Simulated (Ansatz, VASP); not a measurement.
## One calculation of SiIr2O4, two programs

```
Ir Si O
1.0
     0.00000    4.15221    4.15221
     4.15221    0.00000    4.15221
     4.15221    4.15221    0.00000
Ir Si O
4 2 8
Direct
  0.62500 0.62500 0.62500
  0.12500 0.62500 0.62500
  0.62500 0.62500 0.12500
  0.62500 0.12500 0.62500
  0.00000 0.00000 0.00000
  0.25000 0.25000 0.25000
  0.36880 0.36880 0.36880
  0.35640 0.88120 0.88120
  0.36880 0.36880 0.89360
  0.88120 0.35640 0.88120
  0.89360 0.36880 0.36880
  0.88120 0.88120 0.88120
  0.36880 0.89360 0.36880
  0.88120 0.88120 0.35640
```

The cell was built by a generator and needn't be a form met in nature.

Alike in both runs: task single point; functional LDA; k mesh 7 × 7 × 7; occupations gaussian, width 0.188 eV; no spin polarisation.

|  | VASP | Ansatz |
| --- | --- | --- |
| version | VASP 6.6.1 | Ansatz 0.2.0 |
| potentials or method | VASP PAW LDA potentials, release 64 (Ir, Si, O) | PAW plane waves |
| plane-wave cutoff (eV) | 520 | 420 |
| valence electrons in the cell | 92 | 124 |

Ansatz gave:

* pressure (GPa): 6.9
* rms of the force components (eV/Å): 0.464

Task: Which values does VASP return?

Result: Pressure (GPa): 8.8; rms of the force components (eV/Å): 0.506.

Atom by atom the forces differ by 0.041 eV/Å (rms over components). The two sets of potentials don't hold the same shells in valence.

Caveats: forces of over 1 eV/Å show positions far from the minimum, so gaps and moduli don't describe the material at rest. Spin-orbit coupling is left out, which matters for the levels of Ir.
